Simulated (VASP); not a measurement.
```xyz
3
Lattice="3.0779 0.0000 0.0000 -1.5390 2.6656 0.0000 0.0000 0.0000 3.7994" Properties=species:S:1:pos:R:3 pbc="T T T"
O      0.0000     0.0000     0.0000
Li     0.0000     1.7770     0.6834
Li     1.5390     0.8885     3.1160
```

All values below come from PBEsol GGA, VASP's PBE PAW potentials (set 64) (plane waves; VASP 6.6.1). Numerical set-up: 600 eV cut-off, 8×8×6 Γ-centred mesh, Gaussian smearing of 0.050 eV, potentials O Li_sv.

Energy and stress use the plane-wave basis of the starting cell.

**Question.** The ions, cell shape and volume at an external pressure of 5.0 GPa are relaxed. What does this cell relax into?

**Answer.** 
```xyz
3
Lattice="3.0185 0.0000 0.0000 -1.5093 2.6141 0.0000 0.0000 0.0000 3.3016" Properties=species:S:1:pos:R:3 pbc="T T T"
O      0.0000     0.0000     3.3016
Li     0.0000     1.7427     0.6898
Li     1.5093     0.8714     2.6118
```
Space group P-3m1 (164), at a tolerance of 0.03 Å.

**Question.** How do energy and volume change from the first to the last step?

**Answer.** The energy (σ→0) changes by +21.1 meV/atom and the volume by -16.4 %, in 11 ionic steps.

The structure was generated: Li2O was put into the CdI2 type (P-3m1), which need not be its known phase. This run relaxes it under an external pressure of 5 GPa. Symmetry was kept, so distortions that lower it aren't found.
